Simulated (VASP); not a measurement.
The input files of a VASP run:

### POSCAR
```
ZrSi2
1.0
  1.8417400000  -7.4355700000   0.0000000000
  1.8417400000   7.4355700000   0.0000000000
  0.0000000000   0.0000000000   3.6732500000
Zr Si
2 4
direct
  0.8802470000   0.0961700000   0.7408400000
  0.1095070000   0.8925050000   0.2742770000
  0.4340230000   0.5347880000   0.2546650000
  0.5626370000   0.4577100000   0.7407530000
  0.2625540000   0.7611870000   0.7354740000
  0.7510330000   0.2576400000   0.2539910000
```

File KPOINTS:
```
Automatic mesh
0
Gamma
5 5 5
0.5 0.5 0.5
```

**INCAR**
```
! general
SYSTEM   =  ZrSi2
PREC     =  Accurate
ENCUT    =  300
LREAL    =  .False.
LASPH    =  .True.

! electronic loop
EDIFF    =  1E-6
NELM     =  100
ALGO     =  Normal
LMAXMIX  =  4

! smearing
ISMEAR   =  0
SIGMA    =  0.05

! functional
GGA      =  PE

! ions
IBRION   =  2
NSW      =  50
ISIF     =  3
EDIFFG   =  -0.01

! output
LWAVE    =  .False.
LCHARG   =  .False.
```

POTCAR, in this order: Zr_sv Si (PBE.64 set). Program: vasp_std.

Problem. Write an equivalent input for Quantum ESPRESSO's pw.x.

Solution. One equivalent input (not run):
```
&CONTROL
  calculation = 'vc-relax'
  pseudo_dir = './pseudo'
  outdir = './out'
  tprnfor = .true.
  tstress = .true.
  nstep = 50
  forc_conv_thr = 0.00039
/
&SYSTEM
  ibrav = 0
  nat = 6
  ntyp = 2
  ecutwfc = 66
  occupations = 'smearing'
  smearing = 'gaussian'
  degauss = 0.003675
  input_dft = 'pbe'
/
&ELECTRONS
  conv_thr = 7.3e-08
  electron_maxstep = 100
/
&IONS
/
&CELL
/
ATOMIC_SPECIES
  Zr 91.224 Zr.upf
  Si 28.085 Si.upf
CELL_PARAMETERS angstrom
     1.8417400   -7.4355700    0.0000000
     1.8417400    7.4355700    0.0000000
     0.0000000    0.0000000    3.6732500
ATOMIC_POSITIONS crystal
  Zr   0.8802470  0.0961700  0.7408400
  Zr   0.1095070  0.8925050  0.2742770
  Si   0.4340230  0.5347880  0.2546650
  Si   0.5626370  0.4577100  0.7407530
  Si   0.2625540  0.7611870  0.7354740
  Si   0.7510330  0.2576400  0.2539910
K_POINTS automatic
  5 5 5 1 1 1
```
What does not carry over: the potentials are each code's own (VASP's PAW set, PseudoDojo norm-conserving files in pw.x), so ENCUT and ecutwfc are chosen apart and not converted; conv_thr bounds pw.x's estimated SCF error, while EDIFF bounds the energy change between steps; forc_conv_thr acts on force components and is met together with etot_conv_thr.

The structure comes from a computed database's ZrSi2 entry, a phase known from measurement. In the starting cell atoms are displaced from their ideal sites. This run relaxes it. The k-mesh is coarse (spacing up to 0.35 per Å, 2π included), so the numbers may not be converged in it. The run is one of a series of settings (EDIFFG = -0.01, IBRION = 2, ISIF = 3, NSW = 50 against the base run), some of them coarse on purpose.
